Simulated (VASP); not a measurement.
# LiTi: work function with PBE

Sheet: LiTi, a sheet with vacuum.

```xyz
2
Lattice="3.6390 0.0000 0.0000 0.0000 3.6390 0.0000 0.0000 0.0000 23.8000" Properties=species:S:1:pos:R:3 pbc="T T T"
Li    0.0000    0.0000    7.0001
Ti    1.8195    1.8195    7.0001
```

The cell was built by a generator and needn't be a form met in nature.

```
Program                : VASP 6.6.1
Task                   : work function
Functional             : PBE
Potentials or basis    : VASP PAW PBE potentials, release 64 (Li_sv, Ti_sv)
Cutoff                 : 520 eV
k mesh                 : 7 × 7 × 1
Occupations            : fermi-dirac, width 0.05 eV
Spin                   : no spin polarisation
Dipole correction      : yes
Further INCAR settings : ALGO = Normal; EDIFF = 1e-06; EFIELD = 0.1
```

The largest force is 0.010 eV/Å. The band gap on the k mesh is none (metal or under the smearing width). The work function of the upper face is 3.51 eV and the work function of the lower face is 4.73 eV.

Forces in eV/Å, atoms in the order of the input:
```
Li   0.000  0.000  0.010
Ti   0.000  0.000 -0.010
```

Levels at points of the mesh, in eV from the Fermi level:
```csv
k point,band 6,band 7,band 8,band 9,band 10,band 11
"(0.00, 0.00, 0.00)",-3.15,-0.32,0.14,0.28,0.87,0.87
```

Run time: 31 s on 1 thread of Intel(R) Xeon(R) 6975P-C (Granite Rapids) (shared host), peak memory 0.38 GiB.
